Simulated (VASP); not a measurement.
Level of theory: LDA (Ceperley-Alder, Perdew-Zunger), VASP's LDA PAW potentials (set 64) (plane waves; VASP 6.6.1).

VASP ran on this input.

File KPOINTS:
```
Automatic mesh
0
Gamma
8 8 8
0 0 0
```

### POSCAR
```
KCoF3
4.0710
  1.0000000000   0.0000000000   0.0000000000
  0.0000000000   1.0000000000   0.0000000000
  0.0000000000   0.0000000000   1.0000000000
K F Co
1 3 1
Cartesian
 -0.0047350000  -0.0028470000   0.0040710000
  0.0097120000   0.4954980000   0.5107350000
  0.5020930000  -0.0063300000   0.4899190000
  0.4919360000   0.5120080000  -0.0112090000
  0.5009940000   0.5016710000   0.5064840000
```

INCAR:
```
SYSTEM=KCoF3
PREC=Accurate; ENCUT=400; LREAL=.FALSE.
LASPH=.TRUE.
EDIFF=1E-6; NELM=100; ALGO=Normal
LMAXMIX=4
ISMEAR=0; SIGMA=0.1
MAGMOM=4*0.0 3.0
ISPIN=2
ISIF=2
LWAVE=.FALSE.; LCHARG=.FALSE.; LORBIT=11
```

POTCAR, in this order: K_sv F Co (LDA.64 set). Program: vasp_std.

The resulting files:

### OSZICAR
```
       N       E                     dE             d eps       ncg     rms          rms(c)
DAV:   1     0.353488605260E+03    0.35349E+03   -0.17646E+04 26000   0.139E+03
DAV:   2     0.289345907648E+01   -0.35060E+03   -0.33773E+03 29914   0.399E+02
DAV:   3    -0.291182012080E+02   -0.32012E+02   -0.31672E+02 33379   0.132E+02
DAV:   4    -0.300419884839E+02   -0.92379E+00   -0.92127E+00 40875   0.225E+01
DAV:   5    -0.300637585274E+02   -0.21770E-01   -0.21756E-01 36079   0.251E+00    0.153E+01
DAV:   6    -0.271808427583E+02    0.28829E+01   -0.21810E+01 35271   0.477E+01    0.162E+01
DAV:   7    -0.270009922709E+02    0.17985E+00   -0.16945E+00 35147   0.214E+01    0.887E+00
DAV:   8    -0.269554842260E+02    0.45508E-01   -0.23376E-01 36792   0.352E+00    0.508E+00
DAV:   9    -0.269246157367E+02    0.30868E-01   -0.24545E-02 41016   0.220E+00    0.480E-01
DAV:  10    -0.269260079491E+02   -0.13922E-02   -0.82262E-03 35596   0.686E-01    0.137E-01
DAV:  11    -0.269259680740E+02    0.39875E-04   -0.69464E-04 40247   0.363E-01    0.900E-02
DAV:  12    -0.269260179364E+02   -0.49862E-04   -0.18754E-04 38992   0.107E-01    0.702E-02
DAV:  13    -0.269259972269E+02    0.20710E-04   -0.26525E-05 33403   0.492E-02    0.498E-02
DAV:  14    -0.269259906540E+02    0.65729E-05   -0.12096E-04 31189   0.659E-02    0.376E-02
DAV:  15    -0.269259967553E+02   -0.61013E-05   -0.19567E-05 33288   0.453E-02    0.189E-02
DAV:  16    -0.269259948474E+02    0.19079E-05   -0.78272E-06 21974   0.229E-02    0.946E-03
DAV:  17    -0.269259950058E+02   -0.15838E-06   -0.23645E-06 14228   0.138E-02
   1 F= -.26925995E+02 E0= -.26911534E+02  d E =-.289211E-01  mag=     3.0000
```

OUTCAR:
```
------------------------ aborting loop because EDIFF is reached ----------------------------------------
  FORCE on cell =-STRESS in cart. coord.  units (eV):
  Direction    XX          YY          ZZ          XY          YZ          ZX
  --------------------------------------------------------------------------------------
  Total       -6.3552047     -6.3991777     -6.1344873      0.0131679      0.0077309      0.0083757
  in kB     -150.9165327   -151.9607561   -145.6751733      0.3126982      0.1835846      0.1988972
  external PRESSURE =    -149.5174874 kB  Pullay stress =       0.0000000 kB
  volume of cell :       67.47
      direct lattice vectors                 reciprocal lattice vectors
     4.071000000  0.000000000  0.000000000     0.245639892  0.000000000  0.000000000
     0.000000000  4.071000000  0.000000000     0.000000000  0.245639892  0.000000000
     0.000000000  0.000000000  4.071000000     0.000000000  0.000000000  0.245639892
 POSITION                                       TOTAL-FORCE (eV/Angst)
 -----------------------------------------------------------------------------------
      4.05172      4.05941      0.01657         0.034672      0.014376     -0.007758
      0.03954      2.01717      2.07920        -0.332056     -0.009732     -0.114690
      2.04402      4.04523      1.99446         0.049440      0.272647      0.026369
      2.00267      2.08438      4.02537         0.117349     -0.115281      0.513613
      2.03955      2.04230      2.06190         0.130596     -0.162009     -0.417535
 -----------------------------------------------------------------------------------
    total drift:                                0.000215     -0.002049     -0.000347
  FREE ENERGIE OF THE ION-ELECTRON SYSTEM (eV)
  ---------------------------------------------------
  free  energy   TOTEN  =       -26.9259950058 eV

  energy  without entropy=      -26.8970739056  energy(sigma->0) =      -26.91153446

 total charge

# of ion       s       p       d       tot
------------------------------------------
    1        1.951   5.560   0.024   7.534
    2        1.756   4.349   0.000   6.105
    3        1.756   4.348   0.000   6.104
    4        1.756   4.350   0.000   6.106
    5        0.267   0.345   7.119   7.732
--------------------------------------------------
tot          7.486  18.952   7.143  33.581

 magnetization (x)

# of ion       s       p       d       tot
------------------------------------------
    1       -0.000  -0.000  -0.001  -0.001
    2        0.007   0.087   0.000   0.094
    3        0.007   0.087   0.000   0.094
    4        0.007   0.088   0.000   0.095
    5        0.016   0.017   2.635   2.669
--------------------------------------------------
tot          0.036   0.280   2.635   2.951
```
(Selected blocks of OUTCAR.)

At this cut-off the stress carries a Pulay error, which pulls relaxed volumes low. The moments were started parallel, and other spin orders were not tried in this run.

The structure comes from a measured KCoF3 entry of the Crystallography Open Database, whose conditions weren't checked. The cell was not relaxed at this level, atoms are displaced from their ideal sites.
